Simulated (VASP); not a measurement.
MgS (relaxed from the rock salt structure, space group Fm-3m) relaxed at rising pressure, in one space group throughout; other phases were not tried. The pressures are those reached. Method: PBEsol GGA, VASP's PBE PAW potentials (set 64) (plane waves; VASP).

```tsv
P (GPa)	V (Å³/atom)	k-mesh
-0.02	17.352	9×9×9
5.00	16.399	9×9×9
9.98	15.660	9×9×9
19.85	14.558	9×9×9
29.79	13.735	10×10×10
```

A change of mesh leaves a small step in the series.

Problem. Fit an equation of state and predict the volume at 44.94 GPa.

Solution. Least squares on the third-order Birch-Murnaghan form, P = (3B0/2)(y⁷ − y⁵)[1 + (3/4)(B′ − 4)(y² − 1)] with y = (V0/V)^(1/3), gives V0 = 17.348 Å³/atom, B0 = 79 GPa and B′ = 4.1, and so 12.794 Å³/atom. The run gave 12.792 Å³/atom, -0.0 % from the fit.

Pressures at which the relaxation failed are left out.

The structure was generated: MgS was put into the rock salt type (Fm-3m), which need not be its known phase.
